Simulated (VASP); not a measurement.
These are optB86b-vdW, VASP's PBE PAW potentials (set 64) (plane waves; VASP 6.6.1) values and carry that method's errors.

Input for VASP

### KPOINTS
```
Automatic mesh
0
Gamma
15 15 9
0 0 0
```

**POSCAR**
```
Os
1
    1.4011768206    -2.4269090771     0.0000000000
    1.4011768206     2.4269090771     0.0000000000
    0.0000000000     0.0000000000     4.4173812923
Os
2
Direct
  0.3333330000   0.6666670000   0.2500000000
  0.6666670000   0.3333330000   0.7500000000
```

INCAR:
```
SYSTEM = Os
PREC = Accurate
ENCUT = 520
EDIFF = 1E-7
NELM = 100
ALGO = Normal
LREAL = .FALSE.
LASPH = .TRUE.
ISMEAR = 1
SIGMA = 0.1
GGA = MK
PARAM1 = 0.1234
PARAM2 = 1.0
LUSE_VDW = .TRUE.
AGGAC = 0.0
LMAXMIX = 6
LWAVE = .FALSE.
LCHARG = .FALSE.
ISIF = 4
IBRION = 2
NSW = 30
EDIFFG = -0.01
```

POTCAR, in this order: Os (PBE.64 set). Program: vasp_std.

What VASP printed:

OSZICAR:
```
       N       E                     dE             d eps       ncg     rms          rms(c)
DAV:   1     0.105796510092E+03    0.10580E+03   -0.76042E+03  3240   0.127E+03
DAV:   2    -0.115298486974E+02   -0.11733E+03   -0.10622E+03  3436   0.391E+02
DAV:   3    -0.192188229424E+02   -0.76890E+01   -0.70053E+01  4076   0.793E+01
DAV:   4    -0.194425586281E+02   -0.22374E+00   -0.21973E+00  3444   0.139E+01
DAV:   5    -0.194455663880E+02   -0.30078E-02   -0.30056E-02  3876   0.135E+00    0.198E+01
DAV:   6    -0.182567533509E+02    0.11888E+01   -0.15204E+00  3560   0.115E+01    0.830E+00
DAV:   7    -0.179661920062E+02    0.29056E+00   -0.83456E-01  3964   0.841E+00    0.417E-01
DAV:   8    -0.179603671659E+02    0.58248E-02   -0.65116E-03  3336   0.644E-01    0.236E-01
DAV:   9    -0.179581727759E+02    0.21944E-02   -0.13473E-03  3492   0.429E-01    0.471E-02
DAV:  10    -0.179582115352E+02   -0.38759E-04   -0.54226E-05  3668   0.741E-02    0.104E-02
DAV:  11    -0.179581851339E+02    0.26401E-04   -0.60211E-06  3360   0.291E-02    0.934E-04
DAV:  12    -0.179581843549E+02    0.77903E-06   -0.15505E-07  2824   0.470E-03    0.520E-04
DAV:  13    -0.179581842340E+02    0.12097E-06   -0.13030E-08  1704   0.107E-03    0.186E-04
DAV:  14    -0.179581841756E+02    0.58326E-07   -0.46391E-09  1672   0.916E-04
   1 F= -.17958184E+02 E0= -.17958675E+02  d E =-.179582E+02
```

**OUTCAR**
```
------------------------ aborting loop because EDIFF is reached ----------------------------------------
  FORCE on cell =-STRESS in cart. coord.  units (eV):
  Direction    XX          YY          ZZ          XY          YZ          ZX
  --------------------------------------------------------------------------------------
  Total       -3.9871100     -3.9871088     -3.9599479      0.0000000      0.0000000      0.0000000
  in kB     -212.6314318   -212.6313675   -211.1828879      0.0000000      0.0000000      0.0000000
  external PRESSURE =    -212.1485624 kB  Pullay stress =       0.0000000 kB
  volume of cell :       30.04
      direct lattice vectors                 reciprocal lattice vectors
     1.401176821 -2.426909077  0.000000000     0.356842900 -0.206023375  0.000000000
     1.401176821  2.426909077  0.000000000     0.356842900  0.206023375  0.000000000
     0.000000000  0.000000000  4.417381292     0.000000000  0.000000000  0.226378466
 POSITION                                       TOTAL-FORCE (eV/Angst)
 -----------------------------------------------------------------------------------
      1.40118      0.80897      1.10435        -0.000000     -0.000000      0.000000
      1.40118     -0.80897      3.31304         0.000000      0.000000      0.000000
 -----------------------------------------------------------------------------------
    total drift:                               -0.000002      0.000031     -0.000020
  FREE ENERGIE OF THE ION-ELECTRON SYSTEM (eV)
  ---------------------------------------------------
  free  energy   TOTEN  =       -17.9581841756 eV

  energy  without entropy=      -17.9596558771  energy(sigma->0) =      -17.95867474

 reached required accuracy - stopping structural energy minimisation
```
(Selected blocks of OUTCAR.)

The compound is Os in the hcp structure. This cell is one point of a volume scan, at 1.06 of the reference volume.
